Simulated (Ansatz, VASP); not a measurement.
# Cross-check of ZnWO4 between VASP and Ansatz, part 2 of 2

Aim: how closely do two programs agree when they are given the same cell, functional and k mesh? The cell is taken from a series of runs on this material, whose earlier steps may have relaxed, scaled, displaced or heated it; both programs get it as it stands.

VASP 6.6.1 and Ansatz 0.2.0.

So far: Starting point; Ansatz: G0W0 gap, LDA.

## Step 3: VASP: G0W0 gap, LDA

Level of this step: G0W0 on LDA, no spin polarisation; plane waves and PAW (Zn_sv_GW, W_sv_GW, O_GW) (VASP).

The same cell, functional (in two slightly different forms) and mesh now go to VASP, with its own data sets.

Lines of VASP's logs that name or quote its potential files are left out, and so is its time.

The run reads the wave functions of an earlier VASP run, which isn't shown here.

Input file INCAR:

```
SYSTEM = ZnWO4
PREC = Accurate
ENCUT = 440
ISMEAR = 0
SIGMA = 0.01
LREAL = .FALSE.
GGA = CA
NBANDS = 224
LASPH = .TRUE.
ALGO = EVGW0
NELMGW = 1
ENCUTGW = 141.5
NOMEGA = 64
PRECFOCK = Fast
NBANDSGW = 72
LWAVE = .FALSE.
LCHARG = .FALSE.
```

Input file POSCAR:

```
ZnWO4
1.0
    4.6986000000      0.0000000000      0.0000000000
    0.0000000000      5.7293000000      0.0000000000
   -0.0529884090      0.0000000000      4.9364156144
Zn W O
2 2 8
Direct
    0.5000000000      0.6840000000      0.2500000000
    0.5000000000      0.3160000000      0.7500000000
    0.0000000000      0.1825800000      0.2500000000
    0.0000000000      0.8174200000      0.7500000000
    0.2169000000      0.1051000000      0.9363000000
    0.7831000000      0.1051000000      0.5637000000
    0.7831000000      0.8949000000      0.0637000000
    0.2169000000      0.8949000000      0.4363000000
    0.2565000000      0.3777000000      0.3996000000
    0.7435000000      0.3777000000      0.1004000000
    0.7435000000      0.6223000000      0.6004000000
    0.2565000000      0.6223000000      0.8996000000
```

Input file KPOINTS:

```
Automatic mesh
0
Gamma
4 2 2
0 0 0
```

PAW data sets: Zn_sv_GW, W_sv_GW and O_GW (LDA family, release 64).

Launch:

```
$ mpirun -np 8 vasp_std
```

Numbers of over 12 decimals in the logs are rounded to 6 here.

What it wrote:

```text
[banner, memory and clock lines left out]
running    8 mpi-ranks, on    1 nodes
 distrk:  each k-point on    8 cores,    1 groups
 distr:  one band on    1 cores,    8 groups

 POSCAR found type information on POSCAR ZnW O
 POSCAR found :  3 types and      12 ions
|                                                                             |
|           W    W    AA    RRRRR   N    N  II  N    N   GGGG   !!!           |
|           W    W   A  A   R    R  NN   N  II  NN   N  G    G  !!!           |
|           W    W  A    A  R    R  N N  N  II  N N  N  G       !!!           |
|           W WW W  AAAAAA  RRRRR   N  N N  II  N  N N  G  GGG   !            |
|           WW  WW  A    A  R   R   N   NN  II  N   NN  G    G                |
|           W    W  A    A  R    R  N    N  II  N    N   GGGG   !!!           |
|                                                                             |
|     For optimal performance we recommend to set                             |
|       NCORE = 2 up to number-of-cores-per-socket                            |
|     NCORE specifies how many cores store one orbital (NPAR=cpu/NCORE).      |
|     This setting can greatly improve the performance of VASP for DFT.       |
|     The default, NCORE=1 might be grossly inefficient on modern             |
|     multi-core architectures or massively parallel machines. Do your        |
|     Unfortunately you need to use the default for GW and RPA                |
|     calculations (for HF NCORE is supported but not extensively tested      |
|     yet).                                                                   |
|                                                                             |

|                                                                             |
|           W    W    AA    RRRRR   N    N  II  N    N   GGGG   !!!           |
|           W    W   A  A   R    R  NN   N  II  NN   N  G    G  !!!           |
|           W    W  A    A  R    R  N N  N  II  N N  N  G       !!!           |
|           W WW W  AAAAAA  RRRRR   N  N N  II  N  N N  G  GGG   !            |
|           WW  WW  A    A  R   R   N   NN  II  N   NN  G    G                |
|           W    W  A    A  R    R  N    N  II  N    N   GGGG   !!!           |
|                                                                             |
|     The default for ENCUTGWSOFT is different in this version of VASP.       |
|     please manually set ENCUTGWSOFT =141.5 in the INCAR file.               |
|                                                                             |

 LDA part: xc-table for (Slater(with rela. corr.)+CA(PZ))
 , standard interpolation
 found WAVECAR, reading the header
 POSCAR, INCAR and KPOINTS ok, starting setup
 FFT: planning ... GRIDC
 FFT: planning ... GRID_SOFT
 FFT: planning ... GRID
 reading WAVECAR
 the WAVECAR file was read successfully
 initial charge from wavefunction
 available memory per node:     91.17 GB, setting MAXMEM to     93357

 The Fermi energy was updated, please check that it is located mid-gap
 values below the HOMO (VB) or above the LUMO (CB) will cause erroneous energies
 E-fermi :   4.7557

 calculate exact exchange contribution
 the WAVEDER file was read successfully
|                                                                             |
|           W    W    AA    RRRRR   N    N  II  N    N   GGGG   !!!           |
|           W    W   A  A   R    R  NN   N  II  NN   N  G    G  !!!           |
|           W    W  A    A  R    R  N N  N  II  N N  N  G       !!!           |
|           W WW W  AAAAAA  RRRRR   N  N N  II  N  N N  G  GGG   !            |
|           WW  WW  A    A  R   R   N   NN  II  N   NN  G    G                |
|           W    W  A    A  R    R  N    N  II  N    N   GGGG   !!!           |
|                                                                             |
|     Automatic setting of frequency mesh for GW failed. Frequency mesh       |
|     properly not suitable for determining QP energies. Consider             |
|     increasing number of kpoints.                                           |
|                                                                             |

energies w=
    0.000    0.000    1.342    0.000    2.682    0.000    4.015    0.000
    5.340    0.000    6.654    0.000    7.954    0.000    9.240    0.000
   10.509    0.000   11.762    0.000   12.998    0.000   14.216    0.000
   15.418    0.000   16.604    0.000   17.775    0.000   18.932    0.000
   20.077    0.000   21.212    0.000   22.338    0.000   23.458    0.000
   24.573    0.000   25.685    0.000   26.799    0.000   27.915    0.000
   29.036    0.000   30.166    0.000   31.307    0.000   32.463    0.000
   33.637    0.000   34.833    0.000   36.055    0.000   37.306    0.000
   38.593    0.000   39.920    0.000   41.294    0.000   42.721    0.000
   44.208    0.000   45.764    0.000   47.398    0.000   49.121    0.000
   50.947    0.000   52.888    0.000   54.964    0.000   57.193    0.000
   59.601    0.000   62.215    0.000   65.069    0.000   68.207    0.000
   71.679    0.000   75.549    0.000   79.898    0.000   84.829    0.000
   90.473    0.000   97.005    0.000  104.660    0.000  113.759    0.000
  124.757    0.000  138.317    0.000  155.445    0.000  177.748    0.000
  207.953    0.000  251.099    0.000  317.642    0.000  433.412    0.000
 responsefunction array rank=     528
 LDA part: xc-table for (Slater(with rela. corr.)+CA(PZ))
 , standard interpolation

 min. memory requirement per mpi rank    483.5 MB, per node   3868.1 MB

 allocating   8 responsefunctions rank=   528
 shmem allocating  64 responsefunctions rank=   528
 response function shared by NCSHMEM nodes    1
 Doing            8  frequencies on each core in blocks of           64
NQ=   1    0.0000    0.0000    0.0000,
|.........|.........|.........|.........|.........|.........|.........|.........
 performed        695000 updates of chi_q(r,r)
 total number of BLAS operations       1498.01 Gflops
NQ=   2    0.2500    0.0000    0.0000,
|.........|.........|.........|.........|.........|.........|.........|.........
 performed       1519000 updates of chi_q(r,r)
 total number of BLAS operations       3233.22 Gflops
NQ=   3    0.5000    0.0000    0.0000,
|.........|.........|.........|.........|.........|.........|.........|.........
 performed       2214000 updates of chi_q(r,r)
 total number of BLAS operations       4668.41 Gflops
NQ=   4    0.0000    0.5000    0.0000,
|.........|.........|.........|.........|.........|.........|.........|.........
 performed       2909000 updates of chi_q(r,r)
 total number of BLAS operations       6081.08 Gflops
NQ=   5    0.2500    0.5000    0.0000,
|.........|.........|.........|.........|.........|.........|.........|.........
 performed       3733000 updates of chi_q(r,r)
 total number of BLAS operations       7769.26 Gflops
NQ=   6    0.5000    0.5000    0.0000,
|.........|.........|.........|.........|.........|.........|.........|.........
 performed       4428000 updates of chi_q(r,r)
 total number of BLAS operations       9137.44 Gflops
NQ=   7    0.0000    0.0000    0.5000,
|.........|.........|.........|.........|.........|.........|.........|.........
 performed       5123000 updates of chi_q(r,r)
 total number of BLAS operations      10561.34 Gflops
NQ=   8    0.2500    0.0000    0.5000,
|.........|.........|.........|.........|.........|.........|.........|.........
 performed       5947000 updates of chi_q(r,r)
 total number of BLAS operations      12289.80 Gflops
NQ=   9    0.5000    0.0000    0.5000,
|.........|.........|.........|.........|.........|.........|.........|.........
 performed       6642000 updates of chi_q(r,r)
 total number of BLAS operations      13724.98 Gflops
NQ=  10    0.0000    0.5000    0.5000,
|.........|.........|.........|.........|.........|.........|.........|.........
 performed       7337000 updates of chi_q(r,r)
 total number of BLAS operations      15251.99 Gflops
NQ=  11    0.2500    0.5000    0.5000,
|.........|.........|.........|.........|.........|.........|.........|.........
 performed       8161000 updates of chi_q(r,r)
 total number of BLAS operations      16980.45 Gflops
NQ=  12    0.5000    0.5000    0.5000,
|.........|.........|.........|.........|.........|.........|.........|.........
 performed       8856000 updates of chi_q(r,r)
 total number of BLAS operations      18415.63 Gflops
 resolving degeneracies of screened two electron integrals

 calculate QP shifts <psi_nk| G(iteration)W_0 |psi_nk>: iteration 1
 entering main loop
```

Parts of OUTCAR (step 3):

```text
ion  position               nearest neighbor table
   1  0.500  0.684  0.250-   7 2.03   8 2.03  11 2.09  12 2.09   9 2.23  10 2.23
   2  0.500  0.316  0.750-   5 2.03   6 2.03   9 2.09  10 2.09  11 2.23  12 2.23
   3  0.000  0.183  0.250-   9 1.80  10 1.80   5 1.92   6 1.92   7 2.14   8 2.14   4 3.24   4 3.24

  LATTYP: Found a simple monoclinic cell.
 ALAT       =     4.6986000000
 B/A-ratio  =     1.2193632146
 C/A-ratio  =     1.0506746690
 COS(beta)  =    -0.0107335688

 Subroutine GETGRP returns: Found  4 space group operations
 (whereof  2 operations were pure point group operations)

The static configuration has the point symmetry S_2 .
 The point group associated with its full space group is C_2h.

 Found     12 irreducible k-points:

   k-points           NKPTS =     12   k-points in BZ     NKDIM =     16   number of bands    NBANDS=    224

   dimension x,y,z NGX =    32 NGY =   40 NGZ =   36
   dimension x,y,z NGXF=    64 NGYF=   80 NGZF=   72

   ENCUT  =  440.0 eV  32.34 Ry    5.69 a.u.   8.04  9.80  8.44*2*pi/ulx,y,z

   NELECT =     116.0000    total number of electrons

  energy-cutoff  :      440.00
  volume of cell :      132.89
      direct lattice vectors                 reciprocal lattice vectors
     4.698600000  0.000000000  0.000000000     0.212829353  0.000000000  0.002284550
     0.000000000  5.729300000  0.000000000     0.000000000  0.174541392  0.000000000
    -0.052988409  0.000000000  4.936415614     0.000000000  0.000000000  0.202576136

 k-points in reciprocal lattice and weights: Automatic mesh
   0.00000000  0.00000000  0.00000000       0.062
   0.25000000  0.00000000  0.00000000       0.125
   0.50000000  0.00000000  0.00000000       0.062
   0.00000000  0.50000000  0.00000000       0.062
   0.25000000  0.50000000  0.00000000       0.125
   0.50000000  0.50000000  0.00000000       0.062
   0.00000000  0.00000000  0.50000000       0.062
   0.25000000  0.00000000  0.50000000       0.125
   0.50000000  0.00000000  0.50000000       0.062
   0.00000000  0.50000000  0.50000000       0.062
   0.25000000  0.50000000  0.50000000       0.125
   0.50000000  0.50000000  0.50000000       0.062

 E-fermi :   4.7557

 QP shifts <psi_nk| G(iteration)W_0 |psi_nk>: iteration 1
 for sc-GW calculations column KS-energies equals QP-energies in previous step
 and V_xc(KS)=  KS-energies - (<T + V_ion + V_H > + <T+V_H+V_ion>^1  + <V_x>^1)
 k-point   1 :       0.0000    0.0000    0.0000
  band No.  KS-energies  QP-energies   sigma(KS)   V_xc(KS)     V^pw_x(r,r')   Z            occupation Imag(sigma)
    ...
     55       2.6349       2.2339     -21.1208     -20.5900     -26.0182       0.7557       2.0000       0.5814
     56       2.9820       2.6001     -22.3201     -21.8178     -27.1976       0.7604       2.0000       0.5328
     57       3.0545       2.7940     -20.3208     -19.9749     -25.0737       0.7531       2.0000       0.5645
     58       3.0766       2.7719     -21.1582     -20.7572     -25.8568       0.7598       2.0000       0.5377
     59       6.6455       8.3705     -15.3046     -17.4803     -12.2355       0.7929       0.0000      -0.3475
     60       7.1028       8.8878     -15.6861     -17.9438     -12.2647       0.7906       0.0000      -0.4046
     61       7.1331       8.8889     -16.6624     -18.9007     -13.4714       0.7845       0.0000      -0.4061
     62       7.1433       8.9701     -15.9810     -18.3081     -12.6236       0.7850       0.0000      -0.4114
    ...

 k-point   2 :       0.2500    0.0000    0.0000
  band No.  KS-energies  QP-energies   sigma(KS)   V_xc(KS)     V^pw_x(r,r')   Z            occupation Imag(sigma)
    ...
     55       2.6230       2.1867     -22.0813     -21.5101     -26.8622       0.7639       2.0000       0.5401
     56       2.7623       2.4364     -20.9395     -20.5092     -25.6690       0.7575       2.0000       0.5542
     57       3.1078       2.7634     -21.5669     -21.1116     -26.3911       0.7564       2.0000       0.5458
     58       3.1498       2.8542     -20.8113     -20.4200     -25.6442       0.7554       2.0000       0.5588
     59       6.7686       8.5079     -15.4442     -17.6434     -12.3356       0.7908       0.0000      -0.3600
     60       6.9973       8.8014     -15.8702     -18.1630     -12.4791       0.7869       0.0000      -0.4085
     61       7.0232       8.7893     -16.1996     -18.4423     -12.9304       0.7875       0.0000      -0.3975
     62       7.1806       8.9661     -15.5630     -17.8226     -12.0714       0.7902       0.0000      -0.4168
    ...

 k-point   3 :       0.5000    0.0000    0.0000
  band No.  KS-energies  QP-energies   sigma(KS)   V_xc(KS)     V^pw_x(r,r')   Z            occupation Imag(sigma)
    ...
     55       2.9093       2.6488     -20.0820     -19.7359     -24.7784       0.7525       2.0000       0.5715
     56       3.0504       2.6096     -23.2094     -22.6332     -28.0844       0.7651       2.0000       0.5099
     57       3.1337       2.7460     -22.1621     -21.6499     -27.0483       0.7570       2.0000       0.5397
     58       3.1896       2.8936     -20.5742     -20.1823     -25.4410       0.7550       2.0000       0.5695
     59       6.8806       8.6735     -15.7551     -18.0285     -12.3538       0.7886       0.0000      -0.4039
     60       6.9210       8.6841     -15.5347     -17.7716     -12.3383       0.7882       0.0000      -0.3806
     61       6.9309       8.7116     -15.8441     -18.0985     -12.4847       0.7899       0.0000      -0.3959
     62       7.3759       9.2001     -15.8656     -18.1857     -12.3521       0.7863       0.0000      -0.4380
    ...

 k-point   4 :       0.0000    0.5000    0.0000
  band No.  KS-energies  QP-energies   sigma(KS)   V_xc(KS)     V^pw_x(r,r')   Z            occupation Imag(sigma)
    ...
     55       2.6923       2.3676     -21.1043     -20.6766     -25.7823       0.7592       2.0000       0.5451
     56       2.8214       2.5709     -20.0157     -19.6833     -24.6111       0.7538       2.0000       0.5610
     57       2.8268       2.3520     -22.5557     -21.9302     -27.4699       0.7591       2.0000       0.5441
     58       3.3310       2.9630     -22.3480     -21.8647     -27.2071       0.7614       2.0000       0.5240
     59       6.1804       7.8866     -14.9809     -17.1190     -11.5011       0.7980       0.0000      -0.3698
     60       7.1070       8.9447     -15.6824     -18.0133     -12.2238       0.7884       0.0000      -0.4092
     61       7.2445       8.9987     -15.0762     -17.2820     -11.6397       0.7953       0.0000      -0.3960
     62       7.4561       9.3024     -16.4704     -18.8289     -13.0778       0.7828       0.0000      -0.4370
    ...

[... 4 further parts left out ...]
```

This run has no spin polarisation, so a moment on W, if there is one, isn't seen.

## Step 4: Side by side

Known differences besides the potentials themselves: the two LDA forms differ slightly; fixed occupations in Ansatz, narrow Gaussian smearing in VASP; the data sets hold 100 valence electrons in Ansatz (on its default PAW (the set named soft_2) files) and 116 in VASP; the cutoff is 420 eV in Ansatz and 440 eV in VASP; VASP's log shows a relativistic correction to its local exchange, Ansatz's none; Ansatz integrates over frequency by contour deformation, VASP on a grid of NOMEGA points; Ansatz's G0W0 levels solve the quasiparticle equation, VASP's are linearised. Total energies have different zeros and are not compared.

Both answers:

| quantity | Ansatz | VASP | difference |
| --- | --- | --- | --- |
| G0W0 gap on the mesh (eV) | 4.52 | 4.92 | -0.40 |
| Kohn-Sham gap under it (eV) | 2.85 | 2.85 | 0.00 |

VASP's log warns that its frequency grid doesn't suit quasiparticle energies on this mesh.

## Step 5: Outcome

```yaml
difference_in_g0w0_gap_on_the_mesh_g0w0_gap_lda: -0.40 eV
```

What this shows: The difference in G0W0 gap on the mesh is -0.40 eV (G0W0 gap, LDA). The data sets hold unlike numbers of valence electrons (100 in Ansatz and 116 in VASP), so part of the differences comes from the potentials. Part of the difference in the G0W0 gap can come from VASP's linearised levels. Such differences can come from data sets, numerical settings and the points named under the comparisons, not from the functional's error against experiment.

[Lines on the potential files, build, host, timing and source positions are cut from VASP's logs without a mark.]

[Logs are printed without paths, hosts, clocks, repeated set-up lines and the standing remarks that a program may print on its own settings, such as how far it seeks lower states.]

[Hosts, paths, dates, database ids (printed as entryN), source tags and the programs' standing remarks are cut or masked in the printed files.]
